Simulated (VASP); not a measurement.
Input:

```xyz
4
Lattice="3.4824 0.0000 0.0000 0.0000 3.4824 0.0000 0.0000 0.0000 3.4824" Properties=species:S:1:pos:R:3 pbc="T T T"
Al     0.0000     0.0000     0.0000
Ni     0.0000     1.7412     1.7412
Ni     1.7412     0.0000     1.7412
Ni     1.7412     1.7412     0.0000
```
Starting moments (μB, in the order of the record's atoms Al Ni Ni Ni): 0.0 0.2 0.2 0.2.

Method: LDA (Ceperley-Alder, Perdew-Zunger), VASP's LDA PAW potentials (set 64) (plane waves; VASP 6.6.1). Numerical set-up: 520 eV cut-off, Gaussian smearing of 0.050 eV, potentials Al Ni.

Q: Predict the cell moment, band gap (along the path) with the smallest direct gap where there is one.

A: 
```yaml
band gap (along the path): none (metal, semimetal or under 0.01 eV)
cell_moment: 0.00 μB
```

Total energies compare only between runs with the same potentials, cut-off and functional.

The compound is Ni3Al in the L1_2 structure. It was relaxed first, which changed the volume by -7 %.
